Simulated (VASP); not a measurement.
## MgS (space group F-43m): computed properties

All values below come from r2SCAN meta-GGA, VASP's PBE PAW potentials (set 64) (plane waves; VASP).

```
Property                                                                         Result
---------------------------------------------  ----------------------------------------
space group                                                                 F-43m (216)
cell                                           a = b = c = 5.6530 Å, α = β = γ = 90.00°
volume per atom                                                           22.58 Å³/atom
band gap (over mesh and band path)                                              4.15 eV
smallest direct gap (over mesh and band path)                                   4.15 eV
band-edge character                                                      direct, Γ to Γ
density                                                                      2.07 g/cm³
mean ε∞ (independent particles)                                                    4.02
```

```
MgS
1.0
    0.00000     2.82650     2.82650
    2.82650     0.00000     2.82650
    2.82650     2.82650     0.00000
Mg S
1 1
Direct
  0.00000   0.00000   0.00000
  0.75000   0.75000   0.75000
```

The structure comes from a computed database's MgS entry (F-43m); how it stands against other phases isn't given here. It was relaxed first. Symmetry was kept, so distortions that lower it aren't found.
